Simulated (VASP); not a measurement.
InW, 4 atoms in the cell. Symmetry: C2/m, No. 12, monoclinic system. Conventional cell: a = 4.592 Å, b = 4.569 Å, c = 8.380 Å, α = 90.00°, β = 105.23°, γ = 90.00°. Around In (site symmetry m) lie 5 In at 2.91 to 3.24 Å and 5 W at 2.99 to 3.24 Å. W (site symmetry m) is surrounded by 4 W at 2.60 to 2.69 Å. The cell was built by a generator and needn't be a form met in nature.

```yaml
Program: VASP 6.6.1
Task: single point
Functional: PBE
Potentials_or_basis: VASP PAW PBE potentials, release 64 (In_d, W_sv)
Cutoff: 520 eV
k_mesh: 6 × 6 × 2
Occupations: gaussian, width 0.1 eV
Spin: no spin polarisation
Dipole_correction: no
Further_INCAR_settings: ALGO = Fast; EDIFF = 1e-06; NBANDS = 35
```

Potentials or basis: VASP PAW PBE potentials, release 64 (In_d, W_sv).

The run is started by

```console
$ cat potpaw_PBE.64/In_d/POTCAR potpaw_PBE.64/W_sv/POTCAR > POTCAR
$ mpirun -np 1 vasp_std > vasp.out
```

Hardware: 1 thread of Intel(R) Xeon(R) 6975P-C (Granite Rapids), with other jobs on the host.

Q: Estimate the wall time of this run.

A: Run time: 38 s on 1 thread of Intel(R) Xeon(R) 6975P-C (Granite Rapids), with other jobs on the host, peak memory 0.22 GiB. Counts: scf iterations 21, k points 26.
